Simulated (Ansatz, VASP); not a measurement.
## CaMg6Ni in VASP and in Ansatz

INCAR

```
PREC     = Accurate       # precision mode
ENCUT    = 520            # plane-wave cutoff, eV
EDIFF    = 1E-7           # SCF threshold, eV
ISMEAR   = -1             # smearing method
SIGMA    = 0.05           # smearing width, eV
LREAL    = False          # projectors in reciprocal space
LASPH    = True           # aspherical terms in the spheres
NELM     = 150            # most SCF steps
ALGO     = Normal         # electronic algorithm
ISIF     = 2              # what is computed and relaxed
LWAVE    = False          # write WAVECAR
LCHARG   = False          # write CHGCAR
ISPIN    = 2              # spin polarisation
MAGMOM   = 1 0 0 0 0 0 0 0 # initial moments
LORBIT   = 11             # projections on sites
LMAXMIX  = 4              # l up to which the mixer works
GGA      = PE             # functional
NBANDS   = 30             # bands
```

Contents of KPOINTS:

```
regular mesh
0
Gamma
  6 5 5
```

Contents of POSCAR:

```
CaMg6Ni
1.0
    4.9877950246      0.0000000000      0.0000000000
    0.0000000000      3.1875013701      6.0062551747
    0.0000000000     -3.1875013701      6.0062551747
Ni Ca Mg
1 1 6
Direct
    0.5000000000      0.6334780000      0.6334780000
    0.0000000000      0.8066560000      0.8066560000
    0.5000000000      0.1813640000      0.1813640000
    0.5000000000      0.6808790000      0.1998830000
    0.5000000000      0.1998830000      0.6808790000
    0.0000000000      0.3411450000      0.3411450000
    0.0000000000      0.8208490000      0.3357450000
    0.0000000000      0.3357450000      0.8208490000
```

input.yaml

```yaml
crystal:
  lattice:
    - [4.9877950246, 0.0, 0.0]
    - [0.0, 3.1875013701, 6.0062551747]
    - [0.0, -3.1875013701, 6.0062551747]
  atoms:
    - { symbol: Ni, position: [0.5, 0.633478, 0.633478], spin: 1.0 }
    - { symbol: Ca, position: [0.0, 0.806656, 0.806656] }
    - { symbol: Mg, position: [0.5, 0.181364, 0.181364] }
    - { symbol: Mg, position: [0.5, 0.680879, 0.199883] }
    - { symbol: Mg, position: [0.5, 0.199883, 0.680879] }
    - { symbol: Mg, position: [0.0, 0.341145, 0.341145] }
    - { symbol: Mg, position: [0.0, 0.820849, 0.335745] }
    - { symbol: Mg, position: [0.0, 0.335745, 0.820849] }
hamiltonian:
  xc: pbe
  pseudopotentials: { kind: paw }
magnetization:
  spin_polarized: true
kpoints:
  mp_grid: { grid: [6, 5, 5] }
scf:
  occupations: { method: fermi_dirac, width: 0.05 }
output:
  forces: true
  stress: true
  eigenvalues: true
  write_density: true
  write_potential: true
  elf: true
  volumetric_format: npy
```

Change from the starting cell: volume scaled by 1.06.

Alike in both runs: task single point; functional PBE; k mesh 6 × 5 × 5; occupations fermi-dirac, width 0.05 eV; collinear spin, ferromagnetic start.

|  | VASP | Ansatz |
| --- | --- | --- |
| version | VASP 6.6.1 | Ansatz 0.2.0 |
| potentials or method | VASP PAW PBE potentials, release 64 (Ni, Ca_sv, Mg) | Ansatz PAW |
| plane-wave cutoff (eV) | 520 | 420 |
| valence electrons in the cell | 32 | 88 |

|  | VASP | Ansatz | Ansatz less VASP |
| --- | --- | --- | --- |
| gap on the k mesh at the Fermi level (eV) | none | none | - |
| pressure (GPa) | -1.9 | -1.8 | +0.05 |
| largest component of the traceless stress (GPa) | 0.33 | 0.33 | -0.005 |
| rms of the force components (eV/Å) | 0.044 | 0.043 | -0.0006 |
| net moment per atom (μB) | 0.00 | 0.00 | 0.000 |

Atom by atom the forces differ by 0.003 eV/Å (rms over components). A gap of «none» marks a metal or a gap that the smearing closes. The two sets of potentials don't hold the same shells in valence.

Caveats: the starting moments weren't kept (Ansatz).
